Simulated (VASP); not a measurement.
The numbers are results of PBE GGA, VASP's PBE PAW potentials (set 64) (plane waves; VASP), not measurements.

A VASP calculation is set up with these files.

File KPOINTS:
```
k-points along high-symmetry lines
15
Line-mode
Reciprocal
  0.000000   0.000000   0.000000 ! GAMMA
  0.000000   0.500000   0.000000 ! X

  0.000000   0.500000   0.000000 ! X
  0.500000   0.500000   0.000000 ! M

  0.500000   0.500000   0.000000 ! M
  0.000000   0.000000   0.000000 ! GAMMA

  0.000000   0.000000   0.000000 ! GAMMA
  0.500000   0.500000   0.500000 ! R

  0.500000   0.500000   0.500000 ! R
  0.000000   0.500000   0.000000 ! X

  0.500000   0.500000   0.500000 ! R
  0.500000   0.500000   0.000000 ! M
```

**POSCAR**
```
LaC
1
    3.2809173495     0.0000000000     0.0000000000
   -0.0000000000     3.2809173495     0.0000000000
   -0.0000000000    -0.0000000000     3.2809173495
La C
1 1
Direct
  0.0000000000   0.0000000000   0.0000000000
  0.5000000000   0.5000000000   0.5000000000
```

**INCAR**
```
SYSTEM = LaC
PREC = Accurate
ENCUT = 520
EDIFF = 1E-7
NELM = 100
ALGO = Normal
LREAL = .FALSE.
LASPH = .TRUE.
ISMEAR = 0
SIGMA = 0.05
GGA = PE
LMAXMIX = 6
LWAVE = .FALSE.
LCHARG = .FALSE.
LORBIT = 11
ICHARG = 11
```

POTCAR, in this order: La C (PBE.64 set). Program: vasp_std. Read from the step before: CHGCAR.

The run wrote:

**OSZICAR**
```
       N       E                     dE             d eps       ncg     rms          rms(c)
DAV:   1     0.121489360728E+03    0.12149E+03   -0.55892E+03  1996   0.194E+03
DAV:   2    -0.354921586731E+01   -0.12504E+03   -0.12213E+03  2876   0.267E+02
DAV:   3    -0.130153699186E+02   -0.94662E+01   -0.90682E+01  2939   0.109E+02
DAV:   4    -0.136511340299E+02   -0.63576E+00   -0.57873E+00  3648   0.204E+01
DAV:   5    -0.137219387445E+02   -0.70805E-01   -0.59006E-01  3350   0.563E+00
DAV:   6    -0.137247009493E+02   -0.27622E-02   -0.26664E-02  3447   0.106E+00
DAV:   7    -0.137248248552E+02   -0.12391E-03   -0.12382E-03  3039   0.240E-01
DAV:   8    -0.137248339541E+02   -0.90988E-05   -0.91003E-05  3448   0.652E-02
DAV:   9    -0.137248343662E+02   -0.41215E-06   -0.41112E-06  3031   0.143E-02
DAV:  10    -0.137248343843E+02   -0.18096E-07   -0.18217E-07  2472   0.364E-03
   1 F= -.13724834E+02 E0= -.13724150E+02  d E =-.136965E-02
```

**OUTCAR**
```
 val. band max:        9.1627495423   @ k =   0.2143   0.5000   0.0000

 cond. band min:       9.2010876283   @ k =   0.0000   0.3214   0.0000



 k-point     1 :       0.0000    0.0000    0.0000
  band No.  band energies     occupation
      1     -22.9489      2.00000
      2      -5.6426      2.00000
      3      -5.6426      2.00000
      4      -5.6426      2.00000
      5      -0.2957      2.00000
      6       8.6771      2.00000
      7       8.6771      2.00000
      8      10.0854      0.00000
      9      10.0854      0.00000
     10      10.0854      0.00000
     11      12.2552      0.00000

 k-point     2 :       0.0000    0.0357    0.0000
  band No.  band energies     occupation
      1     -22.9454      2.00000
      2      -5.6840      2.00000
      3      -5.6392      2.00000
      4      -5.6392      2.00000
      5      -0.2650      2.00000
      6       8.6868      2.00000
      7       8.6979      2.00000
      8      10.0624      0.00000
      9      10.0714      0.00000
     10      10.0714      0.00000
     11      12.2529      0.00000

 k-point     3 :       0.0000    0.0714    0.0000
  band No.  band energies     occupation
      1     -22.9351      2.00000
      2      -5.8033      2.00000
      3      -5.6292      2.00000
      4      -5.6292      2.00000
      5      -0.1769      2.00000
      6       8.7157      2.00000
      7       8.7390      2.00000
      8      10.0182      0.00000
      9      10.0298      0.00000
     10      10.0298      0.00000
     11      12.2410      0.00000

 k-point     4 :       0.0000    0.1071    0.0000
  band No.  band energies     occupation
      1     -22.9185      2.00000
      2      -5.9872      2.00000
      3      -5.6131      2.00000
      4      -5.6131      2.00000
      5      -0.0411      2.00000
      6       8.7344      2.00000
      7       8.7633      2.00000
      8       9.9612      0.00000
      9       9.9612      0.00000
     10      10.0263      0.00000
...
```

The density is held fixed in this step, so its total energy and stress have no physical meaning.

The structure was generated: LaC was put into the CsCl type type (Pm-3m), which need not be its known phase. It was relaxed first, which changed the volume by -29 %. The electron count is odd and the run is not spin-polarised, which forces a metal.
